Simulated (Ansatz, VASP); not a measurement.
# Cross-check of Pt22S (S3(112) boundary in fcc Pt with S (substitutional)) between VASP and Ansatz

Aim: how closely do two programs agree when they are given the same cell, functional and k mesh? The structure shown is the start of the Ansatz relaxation below; VASP solves that cell, so the two are compared at the walk's first step.

Calculated with Ansatz 0.2.0; plane waves, with VASP 6.6.1 beside it; single point at PBE.

**1. Set-up**

The cell holds 23 atoms: 22 Pt and 1 S. Its edges and angles: a = 2.773 Å, b = 6.793 Å, c = 29.412 Å, α = 90.0°, β = 90.0°, γ = 90.0°. It derives from Pt. As first built, before any earlier steps moved the atoms (in the runner's words): plane [1, 1, 2]; removed 2; opened 0. Vacuum lies along c.

**2. Ansatz: relaxation, PBE**

Ansatz runs on its PAW soft_1 files.

The two programs are compared at the cell with which this relaxation starts, whose forces are those of its first step.

input.yaml reads:

```yaml
crystal:
  lattice:
    - [2.7731313745, 0.0, 0.0]
    - [0.0, 6.7927568571, 0.0]
    - [0.0, 0.0, 29.4122836744]
  atoms:
    - { symbol: Pt, position: [2.0e-10, 0.3333333333, 0.1699970004] }
    - { symbol: Pt, position: [0.5000000002, 0.0, 0.1972146786] }
    - { symbol: Pt, position: [1.0e-10, 0.6666666667, 0.2244323569] }
    - { symbol: Pt, position: [0.5000000001, 0.3333333333, 0.2516500351] }
    - { symbol: Pt, position: [1.0e-10, 0.0, 0.2788677133] }
    - { symbol: Pt, position: [0.5000000001, 0.6666666667, 0.3060853915] }
    - { symbol: Pt, position: [1.0e-10, 0.3333333333, 0.3333030697] }
    - { symbol: Pt, position: [0.5000000001, 0.0, 0.360520748] }
    - { symbol: Pt, position: [0.0, 0.6666666667, 0.3877384262] }
    - { symbol: Pt, position: [0.5, 0.3333333333, 0.4149561044] }
    - { symbol: S, position: [0.0, 0.0, 0.4421737826] }
    - { symbol: Pt, position: [0.0, 0.6666666667, 0.4966091391] }
    - { symbol: Pt, position: [0.5000000001, 0.0, 0.5238268173] }
    - { symbol: Pt, position: [1.0e-10, 0.3333333333, 0.5510444955] }
    - { symbol: Pt, position: [0.5000000001, 0.6666666667, 0.5782621737] }
    - { symbol: Pt, position: [1.0e-10, 0.0, 0.605479852] }
    - { symbol: Pt, position: [0.5000000001, 0.3333333333, 0.6326975302] }
    - { symbol: Pt, position: [1.0e-10, 0.6666666667, 0.6599152084] }
    - { symbol: Pt, position: [0.5000000002, 0.0, 0.6871328866] }
    - { symbol: Pt, position: [2.0e-10, 0.3333333333, 0.7143505648] }
    - { symbol: Pt, position: [0.5000000002, 0.6666666667, 0.7415682431] }
    - { symbol: Pt, position: [2.0e-10, 0.0, 0.7687859213] }
    - { symbol: Pt, position: [0.5000000002, 0.3333333333, 0.7960035995] }
kpoints:
  mp_grid: { grid: [8, 4, 1] }
hamiltonian:
  xc: pbe
  pseudopotentials: { kind: paw, azcp: { folder: soft_1 } }
scf:
  occupations: { method: fermi_dirac, width: 0.1 }
relax:
  f_tol: 0.03
  max_steps: 80
  constraints: [{ sites: [0, 1, 2, 3] }]
```

Command:

```sh
ansatz run input.yaml --threads 4 --pin off --max-ram 15360MiB --backend cpu --events-out ev --progress --plain --runs-dir out
```

Numbers of over 12 decimals in the logs are rounded to 6 here.

Log:

```text
Engine: ansatz 0.2.0, aarch64-unknown-linux-gnu
Pseudopotentials: kind: paw
Pseudopotential: Pt, paw, valence charge 18, recommended cutoff 420 eV (normal), soft_1/Pt.paw.azcp
Pseudopotential: S, paw, valence charge 6, recommended cutoff 420 eV (normal), soft_1/S.paw.azcp
Functional definition: PBE
  parameter kappa = 0.804
  parameter beta = 0.066725
  exchange = pbe_x(kappa = kappa, mu = beta*pi^2/3)
  correlation = pbe_c(beta = beta)
Crystal: 23 atoms, lattice volume = 554.045 Å³
Basis set: ecut = 420 eV, 10909 PW (Γ), exchange–correlation on 40×96×400 points (8 copies of the dense FFT grid, shifted against one another)
Bands: 242, of which v1, the nominal top of the filled ones, is band 201 counted from 1 (200 counted from 0)
Symmetry: 2 space group operations
Space group: Pm (ITA 6), of the structure as read, at distance tolerance 8.2e-5 Å
k-points: 15 of 32 (time reversal used)
Non-local potential: Pt, projectors of the file, l = 0: 3, l = 1: 2, l = 2: 2, l = 3: 1
Non-local potential: S, projectors of the file, l = 0: 2, l = 1: 2, l = 2: 1
PAW form: soft (Blöchl's): semilocal exchange-correlation on the pseudo side does not see the compensation charge
PAW one-centre angular grid: Pt, 590 points (default); XC on 64 Gauss nodes
PAW one-centre angular grid: S, 110 points (default); XC on 64 Gauss nodes
Initial density: superposition of atomic densities (neutral atoms: chi_scale 0, normalization atom)
Initial wavefunctions: pseudopotential atomic-orbital guess
Functional: x = pbe(κ = 0.804, μ = 0.219515), c = pbe(β = 0.066725)
SCF iter   1: F=—  HF=-276446.659875 eV  |F-HF|=—  |Δ(HF+E_count)|=         —  Δρ=6.90e-2  dr2=3.84e1  ethr=3.10e-3  ⟨swp⟩=6.3  Hψ=13845  notcnv=0  defer=78
preconditioner: auto → LDOS  [metal: Δε(μ)=0.013 eV  Ē_g=7.506 eV  σ=0.100 eV  W_gap=0.03  n_scr=154 (ndim 8)  ℏωp=23.7 eV  f_vac=0.312  D(μ)=37.10/eV (n_scr^D=396)  β→1.0]
SCF iter   2: F=—  HF=-276444.540717 eV  |F-HF|=—  |Δ(HF+E_count)|=    2.12e0  Δρ=5.30e-2  dr2=1.78e1  ethr=3.10e-3  ⟨swp⟩=3.0  Hψ=8739  notcnv=0  defer=260
SCF iter   3: F=—  HF=-276439.538565 eV  |F-HF|=—  |Δ(HF+E_count)|=    5.00e0  Δρ=1.11e-2  dr2=1.65e0  ethr=3.10e-3  ⟨swp⟩=2.0  Hψ=6873  notcnv=0  defer=300
SCF iter   4: F=—  HF=-276439.340445 eV  |F-HF|=—  |Δ(HF+E_count)|=   1.98e-1  Δρ=3.31e-3  dr2=2.80e-1  ethr=4.11e-4  ⟨swp⟩=2.6  Hψ=5965  notcnv=0  defer=291
SCF iter   5: F=—  HF=-276439.307497 eV  |F-HF|=—  |Δ(HF+E_count)|=   3.29e-2  Δρ=1.40e-3  dr2=2.78e-2  ethr=6.97e-5  ⟨swp⟩=2.0  Hψ=5058  notcnv=0  defer=291
SCF iter   6: F=—  HF=-276439.305184 eV  |F-HF|=—  |Δ(HF+E_count)|=   2.31e-3  Δρ=5.96e-4  dr2=5.38e-3  ethr=6.91e-6  ⟨swp⟩=2.0  Hψ=5025  notcnv=0  defer=291
SCF iter   7: F=—  HF=-276439.303392 eV  |F-HF|=—  |Δ(HF+E_count)|=   1.79e-3  Δρ=2.93e-4  dr2=1.35e-3  ethr=1.34e-6  ⟨swp⟩=1.6  Hψ=3973  notcnv=0  defer=291
SCF iter   8: F=—  HF=-276439.303423 eV  |F-HF|=—  |Δ(HF+E_count)|=   3.04e-5  Δρ=1.44e-4  dr2=2.37e-4  ethr=3.36e-7  ⟨swp⟩=2.0  Hψ=5028  notcnv=0  defer=291
SCF iter   9: F=—  HF=-276439.303373 eV  |F-HF|=—  |Δ(HF+E_count)|=   4.99e-5  Δρ=4.30e-5  dr2=2.86e-5  ethr=5.89e-8  ⟨swp⟩=2.5  Hψ=5152  notcnv=0  defer=291
SCF iter  10: F=-276439.303364 eV  HF=-276439.303369 eV  |F-HF|=5.53e-6  |Δ(HF+E_count)|=   3.28e-6  Δρ=2.07e-5  dr2=6.34e-6  ethr=5.60e-9  ⟨swp⟩=4.3  Hψ=11179  notcnv=0
SCF 1 converged in 10 iterations: F = -276439.303364 eV  dr2 = 6.34e-6
  greatest PAW one-centre occupation: 1.000 electrons in one spin orbital (limit 2), on the Pt atom at site 15 (counted from 0), in its partial waves of l = 0
relax step   1: F+E_penalty+E_count = -276439.30336376 eV  Δ(F+E_penalty+E_count) = +0.000e0 eV  max|allowed force component| = 1.294e0 eV/Å  Δτ_max = 0.0000 Å  (10 SCF iters, dr2 threshold 2.25e-5 eV, accepted)
[...]
relax step   8: F+E_penalty+E_count = -276440.89834802 eV  Δ(F+E_penalty+E_count) = -1.123e-2 eV  max|allowed force component| = 6.197e-2 eV/Å  Δτ_max = 0.1578 Å  (10 SCF iters, accepted)
[...]
relax step   9: F+E_penalty+E_count = -276440.90087776 eV  Δ(F+E_penalty+E_count) = -2.530e-3 eV  max|allowed force component| = 3.482e-2 eV/Å  Δτ_max = 0.0675 Å  (7 SCF iters, dr2 threshold 2.09e-6 eV, accepted)
[...]
relax step  10: F+E_penalty+E_count = -276440.90139423 eV  Δ(F+E_penalty+E_count) = -5.165e-4 eV  max|allowed force component| = 1.459e-2 eV/Å  Δτ_max = 0.0218 Å  (7 SCF iters, accepted)
SCF converged after 7 iterations
Free energy (F): -276440.901394 eV
Harris-Foulkes:  -276440.901394 eV  (|F-HF|=8.14e-8)
Internal energy: -276439.735482 eV  (E = F + TS)
E sigma→0 (E₀):  -276440.318438 eV
Entropy (-TS):   -1.165913 eV (-50.692 meV/atom)
Fermi energy:    12.160860 eV
--- Per-component energies (eV) ---
  E_band       = -7130.361724
  E_kinetic    = 13220.786035
  E_local      = -474380.907575  (includes V_loc(G=0)·N_el)
  E_nonlocal   = 4520.174631
  E_hartree    = 231270.267833
  E_xc         = -5188.223129
  E_vxc        = -6036.683747  (∫ρ·V_xc dr)
  E_paw        = -209252.562105  (= ΣΔE_a)
  E_vpaw       = -6994.310359  (= ΣTr[D̂ρ^β])
  E_aug_tail   = 0.024771  (compensation charges beyond the density's cutoff)
  E_ewald      = 163370.704058
  E_smearing   = -1.165913  (= −TS)
  E_closure    = 0.000000  (closes the sum)
  Σ components = -276440.901394   (vs F -276440.901394, Δ=0.00e0)
--- Forces (eV/Å), atoms counted from 1 ---
  atom   1  Pt    -0.00000000    -0.23586080     0.52078878
  atom   2  Pt    -0.00000000    -0.19007239    -0.13830803
  atom   3  Pt     0.00000000     0.28548686    -0.63701634
  atom   4  Pt     0.00000000     0.12878646     0.25890258
  atom   5  Pt    -0.00000000    -0.00086056    -0.00625088
  atom   6  Pt    -0.00000000    -0.00081312    -0.00819132
  atom   7  Pt    -0.00000000     0.00143632     0.00601358
  atom   8  Pt     0.00000000     0.00837916     0.00744426
  atom   9  Pt     0.00000000     0.01209518     0.00522002
  atom  10  Pt    -0.00000000     0.00647092    -0.00313752
  atom  11  S     -0.00000000    -0.01459105    -0.00634791
  atom  12  Pt     0.00000000    -0.00063383    -0.00015069
  atom  13  Pt     0.00000000     0.00368039    -0.00517717
  atom  14  Pt    -0.00000000    -0.00409592    -0.00479842
  atom  15  Pt    -0.00000000    -0.00077587    -0.00057544
  atom  16  Pt     0.00000000    -0.00174181     0.00515560
  atom  17  Pt    -0.00000000     0.00044454     0.00437395
  atom  18  Pt     0.00000000     0.00249511     0.00244263
  atom  19  Pt    -0.00000000    -0.00081859    -0.00146108
  atom  20  Pt    -0.00000000     0.00017962    -0.00108837
  atom  21  Pt    -0.00000000     0.00175383    -0.00143279
  atom  22  Pt    -0.00000000    -0.00138449     0.00115096
  atom  23  Pt     0.00000000     0.00033377     0.00248507
  max |Σ_I F_I| component: 1.06e-4 eV/Å
--- Relaxed structure (10 steps of the walk, 10 accepted, 0 SCFs on fresh bases) ---
  F+E_penalty+E_count = -276440.90139423 eV   max|allowed force component| = 1.459e-2 eV/Å
  atoms:
    - { symbol: Pt, position: [0.0, 0.333333, 0.1699970004] }
    - { symbol: Pt, position: [0.500000, 0.0, 0.197215] }
    - { symbol: Pt, position: [0, 0.666667, 0.2244323569] }
    - { symbol: Pt, position: [0.500000, 0.333333, 0.251650] }
    - { symbol: Pt, position: [-2.028530668248408e-18, -0.00745926, 0.281420] }
    - { symbol: Pt, position: [0.500000, 0.659343, 0.309807] }
    - { symbol: Pt, position: [-2.311635735204137e-18, 0.324833, 0.335488] }
    - { symbol: Pt, position: [0.500000, -0.010939, 0.366001] }
    - { symbol: Pt, position: [-3.5881660490381056e-18, 0.653472, 0.394704] }
    - { symbol: Pt, position: [0.500000, 0.327740, 0.423160] }
    - { symbol: S, position: [8.309811023568533e-18, 0.030557, 0.439901] }
    - { symbol: Pt, position: [-2.712972653590711e-17, 0.566906, 0.484330] }
    - { symbol: Pt, position: [0.500000, -0.084574, 0.506821] }
    - { symbol: Pt, position: [-2.53466988480311e-17, 0.240129, 0.538812] }
    - { symbol: Pt, position: [0.500000, 0.576235, 0.565805] }
    - { symbol: Pt, position: [-2.4304224063993362e-17, -0.089371, 0.593633] }
    - { symbol: Pt, position: [0.500000, 0.244129, 0.622655] }
    - { symbol: Pt, position: [-2.3400962781419926e-17, 0.580617, 0.649660] }
    - { symbol: Pt, position: [0.500000, -0.094633, 0.678803] }
    - { symbol: Pt, position: [-2.3173256639123038e-17, 0.248121, 0.703706] }
    - { symbol: Pt, position: [0.500000, 0.571967, 0.739461] }
    - { symbol: Pt, position: [-2.862894235779143e-17, -0.105274, 0.763029] }
    - { symbol: Pt, position: [0.500000, 0.222659, 0.783424] }
```

[end of part 1 of 2]

[Lines on the potential files, build, host, timing and source positions are cut from VASP's logs without a mark.]

[Logs are printed without paths, hosts, clocks, repeated set-up lines and the standing remarks that a program may print on its own settings, such as how far it seeks lower states.]

[Hosts, paths, dates, database ids (printed as entryN), source tags and the programs' standing remarks are cut or masked in the printed files.]
